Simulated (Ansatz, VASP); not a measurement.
Two plane-wave programs on Ta3AsAu2O13

Contents of INCAR:

```
PREC     = Accurate       # precision mode
ENCUT    = 520            # plane-wave cutoff, eV
EDIFF    = 1E-7           # SCF threshold, eV
ISMEAR   = -1             # smearing method
SIGMA    = 0.05           # smearing width, eV
LREAL    = False          # projectors in reciprocal space
LASPH    = True           # aspherical terms in the spheres
NELM     = 100            # most SCF steps
ALGO     = Normal         # electronic algorithm
ISIF     = 2              # what is computed and relaxed
LWAVE    = False          # write WAVECAR
LCHARG   = False          # write CHGCAR
GGA      = PE             # functional
NBANDS   = 84             # bands
KPAR     = 4
```

File KPOINTS:

```
Automatic mesh
0
Gamma
  6 6 3
```

File POSCAR:

```
Ta3AsAu2O13
1.0
    5.4881472774      0.0000000000      0.0000000000
   -2.7440736387      4.7528798517      0.0000000000
    0.0000000000      0.0000000000      9.6424590673
Ta As Au O
3 1 2 13
Direct
    0.0000000000      0.0000000000      0.1940800000
    0.0000000000      0.0000000000      0.8059200000
    0.6666700000      0.3333300000      0.0000000000
    0.0000000000      0.0000000000      0.5000000000
    0.3333300000      0.6666700000      0.2742800000
    0.3333300000      0.6666700000      0.7257200000
    0.0000000000      0.0000000000      0.0000000000
    0.2394700000      0.9712900000      0.3640200000
    0.0287100000      0.2681800000      0.3640200000
    0.7318200000      0.7605300000      0.3640200000
    0.2394700000      0.9712900000      0.6359800000
    0.0287100000      0.2681800000      0.6359800000
    0.7318200000      0.7605300000      0.6359800000
    0.3845200000      0.3342500000      0.8584400000
    0.6657500000      0.0502600000      0.8584400000
    0.9497400000      0.6154800000      0.8584400000
    0.3845200000      0.3342500000      0.1415600000
    0.6657500000      0.0502600000      0.1415600000
    0.9497400000      0.6154800000      0.1415600000
```

input.yaml

```yaml
crystal:
  lattice:
    - [5.4881472774, 0.0, 0.0]
    - [-2.7440736387, 4.7528798517, 0.0]
    - [0.0, 0.0, 9.6424590673]
  atoms:
    - { symbol: Ta, position: [0.0, 0.0, 0.19408] }
    - { symbol: Ta, position: [0.0, 0.0, 0.80592] }
    - { symbol: Ta, position: [0.66667, 0.33333, 0.0] }
    - { symbol: As, position: [0.0, 0.0, 0.5] }
    - { symbol: Au, position: [0.33333, 0.66667, 0.27428] }
    - { symbol: Au, position: [0.33333, 0.66667, 0.72572] }
    - { symbol: O, position: [0.0, 0.0, 0.0] }
    - { symbol: O, position: [0.23947, 0.97129, 0.36402] }
    - { symbol: O, position: [0.02871, 0.26818, 0.36402] }
    - { symbol: O, position: [0.73182, 0.76053, 0.36402] }
    - { symbol: O, position: [0.23947, 0.97129, 0.63598] }
    - { symbol: O, position: [0.02871, 0.26818, 0.63598] }
    - { symbol: O, position: [0.73182, 0.76053, 0.63598] }
    - { symbol: O, position: [0.38452, 0.33425, 0.85844] }
    - { symbol: O, position: [0.66575, 0.05026, 0.85844] }
    - { symbol: O, position: [0.94974, 0.61548, 0.85844] }
    - { symbol: O, position: [0.38452, 0.33425, 0.14156] }
    - { symbol: O, position: [0.66575, 0.05026, 0.14156] }
    - { symbol: O, position: [0.94974, 0.61548, 0.14156] }
hamiltonian:
  xc: pbe
  pseudopotentials: { kind: paw }
kpoints:
  mp_grid: { grid: [6, 6, 3] }
scf:
  occupations: { method: fermi_dirac, width: 0.05 }
output:
  forces: true
  stress: true
  eigenvalues: true
```

Change from the starting cell: volume scaled by 1.02.

Alike in both runs: task single point; functional PBE; k mesh 6 × 6 × 3; occupations fermi-dirac, width 0.05 eV; no spin polarisation.

|  | VASP | Ansatz |
| --- | --- | --- |
| version | VASP 6.6.1 | Ansatz 0.2.0 |
| potentials or method | VASP PAW PBE potentials, release 64 (Ta_pv, As, Au, O) | Ansatz PAW |
| plane-wave cutoff (eV) | 520 | 420 |
| valence electrons in the cell | 138 | 170 |

|  | VASP | Ansatz | Ansatz less VASP |
| --- | --- | --- | --- |
| gap on the k mesh at the Fermi level (eV) | none | none | - |
| pressure (GPa) | -3.2 | -3.7 | -0.50 |
| largest component of the traceless stress (GPa) | 0.27 | 0.60 | +0.326 |
| rms of the force components (eV/Å) | 0.091 | 0.096 | +0.0050 |

Atom by atom the forces differ by 0.027 eV/Å (rms over components). A gap of «none» marks a metal or a gap that the smearing closes. The two sets of potentials don't hold the same shells in valence.

Caveats: the pressure holds a Pulay correction of +0.6 GPa for the finite cutoff (Ansatz). The runs have no spin-orbit coupling, so splittings on Au, Ta are missing.
